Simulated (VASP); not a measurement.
Input for VASP

INCAR:
```
# general
SYSTEM  = InSe
PREC    = Accurate
ENCUT   = 400   # plane-wave cut-off (eV)
LREAL   = F   # projection in real space or not
LASPH   = T   # aspherical one-centre terms

# electronic loop
EDIFF   = 1E-7   # SCF stop (eV)
NELM    = 100
ALGO    = Normal
LMAXMIX = 4   # l cut-off of mixed one-centre charges

# smearing
ISMEAR  = -5   # tetrahedra, Bloechl

# functional
GGA     = PS

# ions
ISIF    = 2   # forces and stress, cell fixed

# output
LWAVE   = F
LCHARG  = T
LORBIT  = 11
NEDOS   = 601

# other
LEFG    = T
```

**POSCAR**
```
InSe
33.966090
  0.1179227144   0.0000000000   0.0000000000
 -0.0589613572   0.1021240705   0.0000000000
  0.0000000000   0.0000000000   0.5000000037
In Se
4 4
Direct
  0.3333330000   0.6666670000   0.3317023471
  0.6666670000   0.3333330000   0.6682976529
  0.6666670000   0.3333330000   0.8317023471
  0.3333330000   0.6666670000   0.1682976529
  0.3333330000   0.6666670000   0.5926921960
  0.6666670000   0.3333330000   0.4073078040
  0.6666670000   0.3333330000   0.0926921960
  0.3333330000   0.6666670000   0.9073078040
```

File KPOINTS:
```
Automatic mesh
0
G
 7 7 2
0 0 0
```

POTCAR, in this order: In_d Se (PBE.64 set). Program: vasp_std.

Problem. Translate this PBEsol calculation to Quantum ESPRESSO's pw.x.

Solution. One equivalent input (not run):
```
&CONTROL
  calculation = 'scf'
  pseudo_dir = './pseudo'
  outdir = './out'
  tprnfor = .true.
  tstress = .true.
/
&SYSTEM
  ibrav = 0
  nat = 8
  ntyp = 2
  ecutwfc = 86
  occupations = 'tetrahedra'
  input_dft = 'pbesol'
/
&ELECTRONS
  conv_thr = 7.3e-09
  electron_maxstep = 100
/
ATOMIC_SPECIES
  In 114.818 In.upf
  Se 78.971 Se.upf
CELL_PARAMETERS angstrom
     4.0053735    0.0000000    0.0000000
    -2.0026868    3.4687554    0.0000000
     0.0000000    0.0000000   16.9830451
ATOMIC_POSITIONS crystal
  In   0.3333330  0.6666670  0.3317023
  In   0.6666670  0.3333330  0.6682977
  In   0.6666670  0.3333330  0.8317023
  In   0.3333330  0.6666670  0.1682977
  Se   0.3333330  0.6666670  0.5926922
  Se   0.6666670  0.3333330  0.4073078
  Se   0.6666670  0.3333330  0.0926922
  Se   0.3333330  0.6666670  0.9073078
K_POINTS automatic
  7 7 2 0 0 0
```
Limits of the translation: the potentials are each code's own (VASP's PAW set, PseudoDojo norm-conserving files in pw.x), so ENCUT and ecutwfc are chosen apart and not converted; conv_thr bounds pw.x's estimated SCF error, while EDIFF bounds the energy change between steps; the field gradients of LEFG aren't asked of the other code.

The structure comes from a computed database's InSe entry (P6_3/mmc), a phase known from measurement. It was relaxed first.
